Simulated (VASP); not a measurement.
# GePt under strain, part 4 of 4

Aim: follow the pressure of GePt through compression, expansion and shear. All runs use LDA. Left out of this account: 1 further run (fields: a reference on another mesh). The start is a cell from a database of measured crystal structures.

VASP 6.6.1; LDA; plane waves and PAW (Ge_d, Pt).

Still holding for the runs below: Spin-orbit coupling is off here; with elements this heavy it splits and shifts levels by tenths of an eV or more.

So far, pressure (GPa): step 2 (bands, cell as listed) -2.23; step 3 (cell volume +4.0 %) -8.68; step 4 (cell volume +8.0 %) -13.6; step 5 (bands, sheared, principal strains -2.3, -0.2, +2.6 %) -1.72; step 6 (cell volume -4.0 %) 6.08.

## (7) Bands, volume times 0.92

The cell is scaled evenly once more. A prediction first. A parabola through the 4 pressures of evenly scaled cells so far, P = -2.21 -184.0 t +461 t² GPa with t = ln(V/V₁) and V₁ the volume at scale 1, gives 16.34 GPa at t = -0.0834.

INCAR

```
SYSTEM = GePt
PREC = Accurate
ENCUT = 410
EDIFF = 1E-06
NELM = 100
ISMEAR = -1
SIGMA = 0.05
LREAL = .FALSE.
ALGO = Normal
GGA = CA
NBANDS = 71
LASPH = .TRUE.
LORBIT = 11
LWAVE = .FALSE.
LCHARG = .FALSE.
KPAR = 8
```

POSCAR

```
GePt
1.0
    5.5622354971      0.0000000000      0.0000000000
    0.0000000000      3.5956608905      0.0000000000
    0.0000000000      0.0000000000      5.9172304187
Ge Pt
4 4
Direct
    0.1850000000      0.2500000000      0.5900000000
    0.3150000000      0.7500000000      0.0900000000
    0.6850000000      0.2500000000      0.9100000000
    0.8150000000      0.7500000000      0.4100000000
    0.9995000000      0.2500000000      0.1908000000
    0.5005000000      0.7500000000      0.6908000000
    0.4995000000      0.2500000000      0.3092000000
    0.0005000000      0.7500000000      0.8092000000
```

KPOINTS

```
Automatic mesh
0
Gamma
5 8 5
0 0 0
```

KPOINTS_OPT

```
Line mode
12
Line-mode
Reciprocal
  0.00000000   0.00000000   0.00000000 GAMMA
  0.00000000  -0.50000000   0.00000000 X

  0.00000000  -0.50000000   0.00000000 X
 -0.50000000  -0.50000000   0.00000000 S

 -0.50000000  -0.50000000   0.00000000 S
 -0.50000000   0.00000000   0.00000000 Y

 -0.50000000   0.00000000   0.00000000 Y
  0.00000000   0.00000000   0.00000000 GAMMA

  0.00000000   0.00000000   0.00000000 GAMMA
  0.00000000   0.00000000  -0.50000000 Z

  0.00000000   0.00000000  -0.50000000 Z
  0.00000000  -0.50000000  -0.50000000 U

  0.00000000  -0.50000000  -0.50000000 U
 -0.50000000  -0.50000000  -0.50000000 R

 -0.50000000  -0.50000000  -0.50000000 R
 -0.50000000   0.00000000  -0.50000000 T

 -0.50000000   0.00000000  -0.50000000 T
  0.00000000   0.00000000  -0.50000000 Z

 -0.50000000   0.00000000   0.00000000 Y
 -0.50000000   0.00000000  -0.50000000 T

  0.00000000  -0.50000000  -0.50000000 U
  0.00000000  -0.50000000   0.00000000 X

 -0.50000000  -0.50000000   0.00000000 S
 -0.50000000  -0.50000000  -0.50000000 R
```

PAW data sets: Ge_d and Pt (LDA family, release 64).

Launch:

```sh
> mpirun -np 8 vasp_std
```

The program printed:

```text
[... set-up lines as in an earlier step ...]
 entering main loop
       N       E                     dE             d eps       ncg     rms          rms(c)
DAV:   1     0.105859208823E+04    0.10586E+04   -0.32909E+04  9226   0.308E+03
DAV:   2     0.141555078998E+03   -0.91704E+03   -0.83611E+03  6390   0.851E+02
DAV:   3    -0.450065423337E+02   -0.18656E+03   -0.17774E+03  6763   0.193E+02
DAV:   4    -0.564045919647E+02   -0.11398E+02   -0.11280E+02  7380   0.559E+01
DAV:   5    -0.566732351962E+02   -0.26864E+00   -0.26852E+00  7100   0.891E+00    0.278E+01
DAV:   6    -0.547205811606E+02    0.19527E+01   -0.41873E+00  7763   0.105E+01    0.130E+01
DAV:   7    -0.544421059246E+02    0.27848E+00   -0.34788E-01  8806   0.584E+00    0.602E+00
DAV:   8    -0.543747298545E+02    0.67376E-01   -0.10879E-01  7705   0.152E+00    0.518E-01
DAV:   9    -0.543733618273E+02    0.13680E-02   -0.99737E-03  8917   0.918E-01    0.291E-01
DAV:  10    -0.543730618747E+02    0.29995E-03   -0.17906E-03  9008   0.301E-01    0.756E-02
DAV:  11    -0.543730462735E+02    0.15601E-04   -0.11497E-04  7150   0.854E-02    0.254E-02
DAV:  12    -0.543730457863E+02    0.48721E-06   -0.89849E-06  8550   0.240E-02
   1 F= -.54373046E+02 E0= -.54365529E+02  d E =-.150339E-01
 Start KPOINTS_OPT (optional k-point list driver)
k-point batch [1-45\144]
       N       E                     dE             ncg
DAV:   1     0.386679471936E+05   -0.41990E+05     9295
DAV:   2    -0.295885767007E+04   -0.41627E+05     6390
DAV:   3    -0.114048239066E+05   -0.84460E+04     6765
DAV:   4    -0.119211859123E+05   -0.51636E+03     7429
DAV:   5    -0.119342586813E+05   -0.13073E+02     7198
DAV:   6    -0.119348109620E+05   -0.55228E+00     7844
DAV:   7    -0.119348359809E+05   -0.25019E-01     7653
DAV:   8    -0.119348373515E+05   -0.13706E-02     7990
DAV:   9    -0.119348374207E+05   -0.69207E-04     5784
DAV:  10    -0.119348374247E+05   -0.39657E-05     4554
DAV:  11    -0.119348374252E+05   -0.48996E-06     4070
[...]
k-point batch [136-144\144]
       N       E                     dE             ncg
DAV:   1     0.784687423997E+05   -0.18606E+05     1856
DAV:   2     0.701502690413E+05   -0.83185E+04     1278
DAV:   3     0.684381990729E+05   -0.17121E+04     1352
DAV:   4     0.683331494151E+05   -0.10505E+03     1406
DAV:   5     0.683304272590E+05   -0.27222E+01     1413
DAV:   6     0.683303132749E+05   -0.11398E+00     1546
DAV:   7     0.683303076906E+05   -0.55842E-02     1517
DAV:   8     0.683303073757E+05   -0.31497E-03     1628
DAV:   9     0.683303073638E+05   -0.11835E-04     1070
DAV:  10     0.683303073631E+05   -0.72994E-06      859
```

It took 52 s on 8 MPI ranks of Intel Xeon 6975P-C (Granite Rapids), shared host; peak memory 3.6 GiB; 5.7 min of CPU time.

OUTCAR, selected parts (step 7):

```text
   ENCUT  =  410.0 eV  30.13 Ry    5.49 a.u.   9.18  5.94  9.77*2*pi/ulx,y,z

   NELECT =      96.0000    total number of electrons

 E-fermi :  11.1096

 k-point     1 :       0.0000    0.0000    0.0000
  band No.  band energies     occupation
    ...
     44       8.0360      2.00000
     45       8.2467      2.00000
     46       9.2269      2.00000
     47       9.5027      2.00000
     48       9.9432      2.00000
     49      11.7662      0.00000
     50      12.3830      0.00000
     51      14.1653      0.00000
     52      14.3489      0.00000
     53      14.5729      0.00000
    ...

  Total       12.7411265     12.7798677     11.9102674      0.0000000      0.0000000      0.0000000
  in kB      172.4931412    173.0176308    161.2447240      0.0000000      0.0000000      0.0000000
  external PRESSURE =     168.9184987 kB  Pullay stress =       0.0000000 kB

 POSITION                                       TOTAL-FORCE (eV/Angst)
 -----------------------------------------------------------------------------------
      1.02901      0.89892      3.49117        -0.170946     -0.000000     -0.080532
      1.75210      2.69675      0.53255         0.170946      0.000000     -0.080532
      3.81013      0.89892      5.38468        -0.170946     -0.000000      0.080532
      4.53322      2.69675      2.42606         0.170946     -0.000000      0.080532
      5.55945      0.89892      1.12901         0.293020     -0.000000     -0.164305
      2.78390      2.69675      4.08762        -0.293020     -0.000000     -0.164305
      2.77834      0.89892      1.82961         0.293020      0.000000      0.164305
      0.00278      2.69675      4.78822        -0.293020      0.000000      0.164305
 -----------------------------------------------------------------------------------
    total drift:                                0.000000     -0.000000      0.000000

  FREE ENERGIE OF THE ION-ELECTRON SYSTEM (eV)
  ---------------------------------------------------
  free  energy   TOTEN  =       -54.3730457863 eV

  energy  without entropy=      -54.3580118790  energy(sigma->0) =      -54.36552883

[... 5 parts as in an earlier step ...]

[... 11 further parts left out ...]
```

Numbers from this step:

```
electronic steps        : 12
free energy (TOTEN)     : -54.3730 eV
energy at zero smearing : -54.3655 eV
Fermi energy            : 11.11 eV
pressure                : 16.89 GPa
```

The electronic bands at the labelled points (eV, zero at the Fermi level; # counts the bands kept):

```tsv
point	#21	#22	#23	#24	#25	#26	#27	#28
Γ	-2.86	-1.88	-1.61	-1.17	0.66	1.27	3.06	3.24
0.55 of the way	-2.72	-1.41	-1.18	-0.74	0.23	0.97	1.09	2.24
X	-2.91	-2.91	-1.94	-1.94	-0.14	-0.14	2.27	2.27
0.55 of the way	-2.54	-2.54	-2.13	-2.13	0.32	0.32	1.39	1.39
S	-2.20	-2.20	-2.20	-2.20	0.75	0.75	0.75	0.75
0.55 of the way	-2.07	-2.07	-1.06	-1.06	0.67	0.67	2.25	2.25
Y	-2.82	-2.82	0.07	0.07	1.22	1.22	2.41	2.41
0.45 of the way	-2.99	-2.19	-0.91	-0.59	1.38	1.88	2.31	2.77
Γ	-2.86	-1.88	-1.61	-1.17	0.66	1.27	3.06	3.24
0.45 of the way	-2.10	-2.06	-1.00	-0.88	1.05	1.40	2.56	2.63
Z	-2.15	-2.15	-0.01	-0.01	0.99	0.99	2.06	2.06
0.45 of the way	-2.08	-2.08	-1.05	-1.05	0.62	0.62	2.47	2.47
U	-2.87	-2.87	-2.48	-2.48	0.49	0.49	1.38	1.38
0.45 of the way	-2.87	-2.87	-2.79	-2.79	1.46	1.46	1.76	1.76
R	-2.81	-2.81	-2.81	-2.81	2.65	2.65	2.65	2.65
0.55 of the way	-1.26	-1.26	-0.33	-0.33	0.52	0.52	1.50	1.50
T	-1.57	-1.57	0.67	0.67	2.00	2.00	2.66	2.66
0.45 of the way	-1.73	-1.73	-0.02	-0.02	1.65	1.65	2.18	2.18
Z	-2.15	-2.15	-0.01	-0.01	0.99	0.99	2.06	2.06
jump to Y	-2.82	-2.82	0.07	0.07	1.22	1.22	2.41	2.41
0.45 of the way	-2.49	-2.49	0.39	0.39	1.69	1.69	2.07	2.07
T	-1.57	-1.57	0.67	0.67	2.00	2.00	2.66	2.66
jump to U	-2.87	-2.87	-2.48	-2.48	0.49	0.49	1.38	1.38
0.45 of the way	-2.87	-2.87	-2.33	-2.33	0.11	0.11	1.24	1.24
X	-2.91	-2.91	-1.94	-1.94	-0.14	-0.14	2.27	2.27
jump to S	-2.20	-2.20	-2.20	-2.20	0.75	0.75	0.75	0.75
```

Of the projections kept (Ge, Pt), the largest for each band there; the rest of the weight can lie on other orbitals:

```tsv
point	#21	#22	#23	#24	#25	#26	#27	#28
Γ	Pt 0.68	Ge 0.58	Pt 0.79	Pt 0.86	Pt 0.79	Pt 0.59	Ge 0.65	Ge 0.72
X	Pt 0.87	Pt 0.87	Pt 0.72	Pt 0.72	Pt 0.85	Pt 0.85	Pt 0.58	Pt 0.58
S	Pt 0.83	Pt 0.83	Pt 0.83	Pt 0.83	Pt 0.73	Pt 0.73	Pt 0.73	Pt 0.73
Y	Pt 0.98	Pt 0.98	Pt 0.54	Pt 0.54	Pt 0.55	Pt 0.55	Ge 0.56	Ge 0.56
Γ	Pt 0.68	Ge 0.58	Pt 0.79	Pt 0.86	Pt 0.79	Pt 0.59	Ge 0.65	Ge 0.72
Z	Pt 0.73	Pt 0.73	Pt 0.79	Pt 0.79	Pt 0.58	Pt 0.58	Ge 0.63	Ge 0.63
```

Force by atom:

```tsv
atom	x (eV/Å)	y (eV/Å)	z (eV/Å)	size
Ge1	-0.171	0.000	-0.081	0.189
Ge2	0.171	0.000	-0.081	0.189
Ge3	-0.171	0.000	0.081	0.189
Ge4	0.171	0.000	0.081	0.189
Pt5	0.293	0.000	-0.164	0.336
Pt6	-0.293	0.000	-0.164	0.336
Pt7	0.293	0.000	0.164	0.336
Pt8	-0.293	0.000	0.164	0.336
```

 The pressure is 16.89 GPa. The parabola predicted 16.34 GPa, -0.55 GPa off.

## (8) Bands, atoms displaced by up to 0.19 Å

The atoms are moved off their sites at random, as a crude picture of disorder.

INCAR is that of step 7.

POSCAR

```
GePt
1.0
    5.7190000000      0.0000000000      0.0000000000
    0.0000000000      3.6970000000      0.0000000000
    0.0000000000      0.0000000000      6.0840000000
Ge Pt
4 4
Direct
    0.1806300000      0.2303940000      0.5960680000
    0.3180790000      0.7707920000      0.0964370000
    0.6766950000      0.2129200000      0.9298390000
    0.8181660000      0.7336510000      0.4106380000
    1.0166220000      0.2430330000      0.2172630000
    0.4854340000      0.7336090000      0.7119410000
    0.5155150000      0.2234460000      0.3089000000
    0.0171870000      0.7774740000      0.7904480000
```

KPOINTS is that of step 7.

KPOINTS_OPT is that of step 7.

Launch:

```sh
> mpirun -np 8 vasp_std
```

The program printed:

```text
[... set-up lines as in an earlier step ...]
 entering main loop
       N       E                     dE             d eps       ncg     rms          rms(c)
DAV:   1     0.107503429623E+04    0.10750E+04   -0.33308E+04 20507   0.302E+03
DAV:   2     0.145412857746E+03   -0.92962E+03   -0.84857E+03 14342   0.868E+02
DAV:   3    -0.437430704209E+02   -0.18916E+03   -0.17975E+03 15238   0.192E+02
DAV:   4    -0.559119785069E+02   -0.12169E+02   -0.12032E+02 16495   0.579E+01
DAV:   5    -0.562058123359E+02   -0.29383E+00   -0.29369E+00 15919   0.944E+00    0.232E+01
DAV:   6    -0.543282762598E+02    0.18775E+01   -0.46834E+00 17329   0.107E+01    0.108E+01
DAV:   7    -0.540683605492E+02    0.25992E+00   -0.46190E-01 19758   0.602E+00    0.553E+00
DAV:   8    -0.539976378966E+02    0.70723E-01   -0.13963E-01 17501   0.321E+00    0.718E-01
DAV:   9    -0.539946338905E+02    0.30040E-02   -0.14366E-02 18856   0.109E+00    0.387E-01
DAV:  10    -0.539935301781E+02    0.11037E-02   -0.41244E-03 19843   0.616E-01    0.157E-01
DAV:  11    -0.539934989213E+02    0.31257E-04   -0.80757E-04 16228   0.207E-01    0.519E-02
DAV:  12    -0.539934878806E+02    0.11041E-04   -0.79995E-05 19278   0.971E-02    0.296E-02
DAV:  13    -0.539934846777E+02    0.32029E-05   -0.15889E-05 18278   0.498E-02    0.856E-03
DAV:  14    -0.539934848459E+02   -0.16815E-06   -0.36793E-06 13463   0.207E-02
   1 F= -.53993485E+02 E0= -.53981926E+02  d E =-.231170E-01
 Start KPOINTS_OPT (optional k-point list driver)
k-point batch [1-101\144]
       N       E                     dE             ncg
DAV:   1     0.772103950868E+05   -0.99349E+05    20587
DAV:   2    -0.169243142964E+05   -0.94135E+05    14366
DAV:   3    -0.358805444215E+05   -0.18956E+05    15157
DAV:   4    -0.370834006483E+05   -0.12029E+04    16505
DAV:   5    -0.371137691453E+05   -0.30368E+02    15977
DAV:   6    -0.371150434574E+05   -0.12743E+01    17989
DAV:   7    -0.371150934105E+05   -0.49953E-01    16754
DAV:   8    -0.371150962633E+05   -0.28527E-02    18487
DAV:   9    -0.371150963992E+05   -0.13591E-03    12732
DAV:  10    -0.371150964066E+05   -0.74457E-05    10013
DAV:  11    -0.371150964078E+05   -0.11470E-05     9209
DAV:  12    -0.371150964082E+05   -0.44890E-06     9110
k-point batch [102-144\144]
       N       E                     dE             ncg
DAV:   1     0.131590429435E+06   -0.58541E+05     8709
DAV:   2     0.913157474212E+05   -0.40275E+05     6106
DAV:   3     0.832058075072E+05   -0.81099E+04     6451
DAV:   4     0.826875586674E+05   -0.51825E+03     7052
DAV:   5     0.826744032897E+05   -0.13155E+02     6821
DAV:   6     0.826738553584E+05   -0.54793E+00     7607
DAV:   7     0.826738340154E+05   -0.21343E-01     7188
DAV:   8     0.826738328407E+05   -0.11747E-02     7821
DAV:   9     0.826738327831E+05   -0.57642E-04     5455
DAV:  10     0.826738327799E+05   -0.31466E-05     4246
DAV:  11     0.826738327794E+05   -0.48109E-06     3922
```

The job ended after 77 s (8 MPI ranks; peak memory 6.6 GiB; 8.6 min of CPU time).

OUTCAR, selected parts (step 8):

```text
   NELECT =      96.0000    total number of electrons

 E-fermi :   9.6003

 k-point     1 :       0.0000    0.0000    0.0000
  band No.  band energies     occupation
    ...
     44       6.9714      2.00000
     45       7.2445      2.00000
     46       8.0930      2.00000
     47       8.3011      2.00000
     48       8.9140      2.00000
     49      10.5352      0.00000
     50      10.6466      0.00000
     51      12.2898      0.00000
     52      12.7600      0.00000
     53      13.0198      0.00000
    ...

  Total        1.2837889      3.1244592      1.4134027      2.0789478     -0.6177262     -0.9319961
  in kB       15.9898889     38.9158645     17.6042590     25.8937781     -7.6939230    -11.6082281
  external PRESSURE =      24.1700041 kB  Pullay stress =       0.0000000 kB

 POSITION                                       TOTAL-FORCE (eV/Angst)
 -----------------------------------------------------------------------------------
      1.03302      0.85177      3.62648         1.451989      1.914973     -1.086057
      1.81909      2.84962      0.58672        -0.519184     -1.296944     -0.058378
      3.87002      0.78717      5.65714         0.891552      0.647291     -0.582747
      4.67909      2.71231      2.49832        -0.736095      0.185531      0.775880
      0.09506      0.89849      1.32183        -0.151397      0.112516     -1.431656
      2.77620      2.71215      4.33145         1.573284     -0.680434     -0.848623
      2.94823      0.82608      1.87935        -0.306379      0.742677      1.142990
      0.09829      2.87432      4.80909        -2.203769     -1.625610      2.088590
 -----------------------------------------------------------------------------------
    total drift:                                0.002557      0.003611      0.000969

  FREE ENERGIE OF THE ION-ELECTRON SYSTEM (eV)
  ---------------------------------------------------
  free  energy   TOTEN  =       -53.9934848459 eV

  energy  without entropy=      -53.9703678496  energy(sigma->0) =      -53.98192635

[... 5 parts as in an earlier step ...]

[... 12 further parts left out ...]
```

This step gave:

```yaml
electronic_steps: 14
irreducible_k_points: 101
symmetry_operations: 1
free_energy_toten: -53.9935 eV
energy_at_zero_smearing: -53.9819 eV
fermi_energy: 9.600 eV
pressure: 2.417 GPa
```

The electronic bands at the labelled points (eV, zero at the Fermi level; # counts the bands kept):

```tsv
point	#22	#23	#24	#25	#26	#27	#28	#29
Γ	-2.36	-1.51	-1.30	-0.69	0.94	1.05	2.69	3.16
0.45 of the way	-2.19	-1.22	-0.96	-0.50	0.58	0.89	1.17	2.09
X	-2.62	-2.52	-1.50	-1.24	-0.30	-0.21	1.97	2.04
0.45 of the way	-2.52	-2.39	-1.61	-1.49	-0.01	0.10	1.28	1.56
S	-2.00	-1.86	-1.77	-1.72	0.20	0.42	0.70	0.75
0.45 of the way	-1.81	-1.63	-0.99	-0.82	0.54	0.81	1.42	1.72
Y	-2.63	-2.51	-0.31	0.15	1.21	1.55	2.33	2.48
0.55 of the way	-2.57	-1.95	-0.71	-0.46	1.29	1.61	2.33	2.86
Γ	-2.36	-1.51	-1.30	-0.69	0.94	1.05	2.69	3.16
0.55 of the way	-1.99	-1.41	-0.52	-0.30	1.10	1.41	2.16	2.59
Z	-1.58	-1.45	-0.10	0.12	0.84	1.26	2.20	2.23
0.45 of the way	-1.92	-1.68	-0.79	-0.65	0.37	0.67	2.27	2.39
U	-2.65	-2.56	-2.27	-2.02	0.34	0.55	1.11	1.19
0.45 of the way	-2.72	-2.61	-2.41	-2.30	0.94	1.19	1.60	1.69
R	-2.70	-2.65	-2.54	-2.43	2.02	2.27	2.54	2.66
0.45 of the way	-1.34	-1.25	-0.87	-0.60	0.64	0.84	1.67	1.87
T	-1.09	-0.82	0.53	0.86	1.75	2.05	2.65	2.76
0.45 of the way	-1.27	-0.96	-0.03	0.21	1.51	1.78	2.06	2.19
Z	-1.58	-1.45	-0.10	0.12	0.84	1.26	2.20	2.23
jump to Y	-2.63	-2.51	-0.31	0.15	1.21	1.55	2.33	2.48
0.45 of the way	-2.06	-1.88	0.08	0.43	1.63	1.86	2.06	2.19
T	-1.09	-0.82	0.53	0.86	1.75	2.05	2.65	2.76
jump to U	-2.65	-2.56	-2.27	-2.02	0.34	0.55	1.11	1.19
0.45 of the way	-2.56	-2.33	-2.03	-1.76	-0.13	-0.02	1.10	1.29
X	-2.62	-2.52	-1.50	-1.24	-0.30	-0.21	1.97	2.04
jump to S	-2.00	-1.86	-1.77	-1.72	0.20	0.42	0.70	0.75
```

Of the projections kept (Ge, Pt), the largest for each band there; the rest of the weight can lie on other orbitals:

```tsv
point	#22	#23	#24	#25	#26	#27	#28	#29
Γ	Pt 0.68	Pt 0.78	Ge 0.52	Pt 0.92	Pt 0.82	Pt 0.61	Ge 0.66	Ge 0.74
X	Pt 0.86	Pt 0.84	Pt 0.71	Pt 0.71	Pt 0.87	Pt 0.86	Pt 0.65	Pt 0.62
S	Pt 0.80	Pt 0.82	Pt 0.79	Pt 0.81	Pt 0.73	Pt 0.74	Pt 0.74	Pt 0.74
Y	Pt 0.98	Pt 0.97	Pt 0.53	Pt 0.53	Pt 0.55	Pt 0.56	Ge 0.51	Ge 0.54
Γ	Pt 0.68	Pt 0.78	Ge 0.52	Pt 0.92	Pt 0.82	Pt 0.61	Ge 0.66	Ge 0.74
Z	Pt 0.69	Pt 0.69	Pt 0.84	Pt 0.79	Pt 0.55	Pt 0.57	Ge 0.55	Ge 0.56
```

Force by atom:

```tsv
atom	x (eV/Å)	y (eV/Å)	z (eV/Å)	size
Ge1	1.45	1.91	-1.09	2.64
Ge2	-0.52	-1.30	-0.06	1.40
Ge3	0.89	0.65	-0.58	1.25
Ge4	-0.74	0.19	0.78	1.09
Pt5	-0.15	0.11	-1.43	1.44
Pt6	1.57	-0.68	-0.85	1.91
Pt7	-0.31	0.74	1.14	1.40
Pt8	-2.20	-1.63	2.09	3.44
```

 The pressure is 2.42 GPa, and the symmetry operations fall from 8 to 1.

## (9) The runs together

| cell | mesh | pressure (GPa) | gap (eV) |
| --- | --- | --- | --- |
| cell as listed | 5×8×5 | -2.23 | none |
| volume times 1.04 | 5×8×5 | -8.68 | none |
| volume times 1.08 | 5×8×5 | -13.65 | none |
| sheared, principal strains -2.3, -0.2, +2.6 % | 5×8×5 | -1.72 | none |
| volume times 0.96 | 5×8×5 | 6.08 | none |
| volume times 0.92 | 5×8×5 | 16.89 | none |
| atoms displaced by up to 0.19 Å | 5×8×5 | 2.42 | none |

## (10) Outcome

| Item | Value |
| --- | --- |
| pressure, cell as listed | -2.23 GPa |
| pressure, volume times 1.04 | -8.68 GPa |
| pressure, volume times 1.08 | -13.6 GPa |
| pressure, sheared, principal strains -2.3, -0.2, +2.6 % | -1.72 GPa |
| pressure, volume times 0.96 | 6.08 GPa |
| pressure, volume times 0.92 | 16.9 GPa |
| pressure, atoms displaced by up to 0.19 Å | 2.42 GPa |
| bulk modulus at the listed volume, shape and positions held | 186 GPa |

**Reading.** The slope of pressure against ln V at the listed volume gives a bulk modulus of 186 GPa at fixed shape and positions, an upper bound since the atoms bear forces. The atoms were not relaxed in the changed cells. Spin-orbit coupling is left out, and with elements this heavy it would split and shift bands near the Fermi level.

[Lines on the potential files, build, host, timing and source positions are cut from VASP's logs without a mark.]

[Logs are printed without paths, hosts, clocks, repeated set-up lines and the standing remarks that a program may print on its own settings, such as how far it seeks lower states.]

[Hosts, paths, dates, database ids (printed as entryN), source tags and the programs' standing remarks are cut or masked in the printed files.]

[A measured line is paired with the nearest computed mode of its activity, which favours agreement.]

[Band numbers marked # count the bands kept; VASP's own numbers are higher by 23 or 24.]
